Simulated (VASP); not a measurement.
Here is the system:

```yaml
crystal:
  lattice:
    - [-0.04221, 5.07966, 5.17164]
    - [5.07966, -0.04221, 5.17164]
    - [2.51873, 2.51873, 0.00000]
  atoms:
    - { symbol: Cd, position: [0.99499, 0.99499, 0.01002] }
    - { symbol: S, position: [0.15343, 0.15343, 0.19314] }
    - { symbol: S, position: [0.13822, 0.58841, 0.27337] }
    - { symbol: S, position: [0.58841, 0.13822, 0.27337] }
    - { symbol: S, position: [0.62494, 0.62494, 0.25011] }
    - { symbol: Be, position: [0.00303, 0.49825, 0.99872] }
    - { symbol: Be, position: [0.49825, 0.00303, 0.99872] }
    - { symbol: Be, position: [0.49872, 0.49872, 0.00255] }
```

Computed with PBEsol GGA, VASP's PBE PAW potentials (set 64) (plane waves; VASP). Numerical set-up: 400 eV cut-off, Gaussian smearing of 0.050 eV, potentials Cd S Be.

Question: Give the energies of bands 12 to 25 at the high-symmetry points, in eV from the valence-band maximum.

Answer: 
| band | Γ | Y | C0 | Z | A0 | T | S | R |
|---|---|---|---|---|---|---|---|---|
| 12 | -5.33 | -3.70 | -4.09 | -4.68 | -5.09 | -5.26 | -3.93 | -5.17 |
| 13 | -3.19 | -3.55 | -4.06 | -4.50 | -4.91 | -5.15 | -3.55 | -4.89 |
| 14 | -3.12 | -3.45 | -3.25 | -3.99 | -3.37 | -3.24 | -3.43 | -3.52 |
| 15 | -1.97 | -2.92 | -2.70 | -3.72 | -3.25 | -3.20 | -3.08 | -3.45 |
| 16 | -1.80 | -2.51 | -2.50 | -3.72 | -3.02 | -3.10 | -2.66 | -3.35 |
| 17 | -1.71 | -2.43 | -2.25 | -3.66 | -3.01 | -2.96 | -2.40 | -2.98 |
| 18 | -1.41 | -1.99 | -2.21 | -3.46 | -2.55 | -2.07 | -1.53 | -2.67 |
| 19 | -0.62 | -1.94 | -1.75 | -3.02 | -1.66 | -1.38 | -1.45 | -2.62 |
| 20 | -0.45 | -1.43 | -1.58 | -2.00 | -1.51 | -1.14 | -0.78 | -2.02 |
| 21 | 0.00 | -0.58 | -0.45 | -1.14 | -1.30 | -0.98 | -0.26 | -1.61 |
| 22 | 2.52 | 3.34 | 3.69 | 4.52 | 2.55 | 2.25 | 3.51 | 3.43 |
| 23 | 3.05 | 3.73 | 4.06 | 4.98 | 2.95 | 2.57 | 3.76 | 3.51 |
| 24 | 3.79 | 4.58 | 4.18 | 5.16 | 3.83 | 3.34 | 4.04 | 3.87 |
| 25 | 4.04 | 4.69 | 5.10 | 5.41 | 4.26 | 3.88 | 4.57 | 4.32 |

The gap is indirect, 2.25 eV, from the valence maximum at Γ to the conduction minimum at T.

The structure was generated: Be3CdS4 was put into an ordered model structure (Amm2), which need not be its known phase. It was relaxed first.
